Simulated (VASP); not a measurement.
Here is the system:

```
CELL_PARAMETERS angstrom
      0.00000     2.25223     2.25223
      2.25223     0.00000     2.25223
      2.25223     2.25223     0.00000
ATOMIC_POSITIONS crystal
  Na 0.00000 0.00000 0.00000
  F  0.50000 0.50000 0.50000
```

These are LDA (Ceperley-Alder, Perdew-Zunger), VASP's LDA PAW potentials (set 64) (plane waves; VASP 6.6.1) values and carry that method's errors. Numerical set-up: 520 eV cut-off, 13×13×13 Γ-centred mesh, Gaussian smearing of 0.010 eV, potentials Na_pv F.

What does the run give for the energy per atom (σ→0), band gap (on the k-mesh) with the smallest direct gap where there is one?

| Quantity | Result |
|---|---|
| band gap (on the k-mesh) | 6.43 eV |
| smallest direct gap (on the k-mesh) | 6.43 eV |
| energy per atom (σ→0) | -4.666 eV/atom |

Only differences to runs with the same potentials and settings are physical.

The compound is NaF in the rock salt structure. It was relaxed first, which changed the volume by -8 %.
